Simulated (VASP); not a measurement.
Here is the system:

```yaml
crystal:
  lattice:
    - [3.09284, 0.00000, 0.00000]
    - [-1.54642, 2.67848, 0.00000]
    - [0.00000, 0.00000, 7.08554]
  atoms:
    - { symbol: Zn, position: [0.71980, 0.00000, 0.66667] }
    - { symbol: Zn, position: [0.00000, 0.71980, 0.33333] }
    - { symbol: Zn, position: [0.28020, 0.28020, 0.00000] }
    - { symbol: O, position: [0.48890, 0.00000, 0.16667] }
    - { symbol: O, position: [0.00000, 0.48890, 0.83333] }
    - { symbol: O, position: [0.51110, 0.51110, 0.50000] }
```

These are PBE GGA, VASP's PBE PAW potentials (set 64) (plane waves; VASP) values and carry that method's errors. Numerical set-up: 400 eV cut-off, 6×6×3 Γ-centred mesh, Fermi-Dirac smearing of 0.14 eV, potentials Zn O.

At this cut-off the stress carries a Pulay error, which pulls relaxed volumes low.

Problem. What does the run give for the energy per atom (σ→0), pressure?

Solution. 
| Item | Result |
|---|---|
| energy per atom (σ→0) | -4.022 eV/atom |
| pressure | 315.7 kbar |

The structure was generated: ZnO was put into an ordered model structure, which need not be its known phase. The cell was not relaxed at this level.
